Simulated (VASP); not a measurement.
Given:

```
CELL_PARAMETERS angstrom
      0.00000     2.59073     2.59073
      2.59073     0.00000     2.59073
      2.59073     2.59073     0.00000
ATOMIC_POSITIONS crystal
  Be 0.00000 0.00000 0.00000
  Se 0.25000 0.25000 0.25000
```

Calculation: modified Becke-Johnson potential (mBJ) with spin-orbit coupling, VASP's PBE PAW potentials (set 64) (plane waves; VASP). Settings: 350 eV cut-off, 6×6×6 Γ-centred mesh, Gaussian smearing of 0.050 eV, potentials Be Se.

mBJ is a potential without an energy functional, so only the levels count.

Task: Estimate the band gap (over mesh and band path) with the smallest direct gap where there is one.

Result: 
| Property | Value |
|---|---|
| band gap (over mesh and band path) | 3.51 eV |
| smallest direct gap (over mesh and band path) | 5.27 eV |

Only differences to runs with the same potentials and settings are physical.

The compound is BeSe in the zinc blende structure. It was relaxed first. The cell's shape comes from a PBE relaxation.
